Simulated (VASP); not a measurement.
The input files of a VASP run:

File KPOINTS:
```
Automatic mesh
0
Gamma
10 10 10
0 0 0
```

File POSCAR:
```
CoSi2
1
    0.0000000000     2.5539284703     2.5539284703
    2.5539284703     0.0000000000     2.5539284703
    2.5539284703     2.5539284703     0.0000000000
Co Si
1 2
Direct
  0.0000000000   0.0000000000   0.0000000000
  0.2500000000   0.2500000000   0.2500000000
  0.7500000000   0.7500000000   0.7500000000
```

INCAR:
```
SIGMA  =  0.1
ALGO  =  Normal
LMAXMIX  =  4
GGA  =  PS
PREC  =  Accurate
LCHARG  =  .False.
NELM  =  100   # most electronic steps
LREAL  =  .False.   # projection in real space or not
ISMEAR  =  1   # Methfessel-Paxton
SYSTEM  =  CoSi2
IBRION  =  2
NSW  =  40   # most ionic steps
EDIFF  =  1E-6   # SCF stop (eV)
LASPH  =  .True.
LWAVE  =  .False.
ENCUT  =  500   # plane-wave cut-off (eV)
ISIF  =  3   # ions, shape and volume
PSTRESS  =  450   # kbar
EDIFFG  =  -0.02   # ionic stop
```

POTCAR, in this order: Co Si (PBE.64 set). Program: vasp_std.

Problem. Write an equivalent input for Ansatz.

Solution. One equivalent input (not run):
Ansatz 0.2 input:
```yaml
crystal:
  lattice:
    - [0.0000000, 2.5539285, 2.5539285]
    - [2.5539285, 0.0000000, 2.5539285]
    - [2.5539285, 2.5539285, 0.0000000]
  atoms:
    - { symbol: Co, position: [0.0000000, 0.0000000, 0.0000000] }
    - { symbol: Si, position: [0.2500000, 0.2500000, 0.2500000] }
    - { symbol: Si, position: [0.7500000, 0.7500000, 0.7500000] }
kpoints:
  mp_grid: { grid: [10, 10, 10] }
hamiltonian:
  xc: pbesol
  pseudopotentials: { kind: paw }
scf:
  occupations: { method: methfessel_paxton, width: 0.1 }
  max_iter: 100
relax:
  max_steps: 40
  f_tol: 0.02
  cell: { p_target: 45 }
output: { forces: true, stress: true, eigenvalues: true }
```
The two are equivalent in intent, not identical: each code has its own PAW files, so the cut-off isn't converted (ENCUT is set for VASP's; basis.ecutwfc is left out, and Ansatz then takes the one that its files recommend); Ansatz stops its SCF on the density residual and VASP on the energy change (EDIFF).

The compound is CoSi2 in the fluorite structure. This run relaxes it under an external pressure of 45 GPa. Symmetry was kept, so distortions that lower it aren't found.
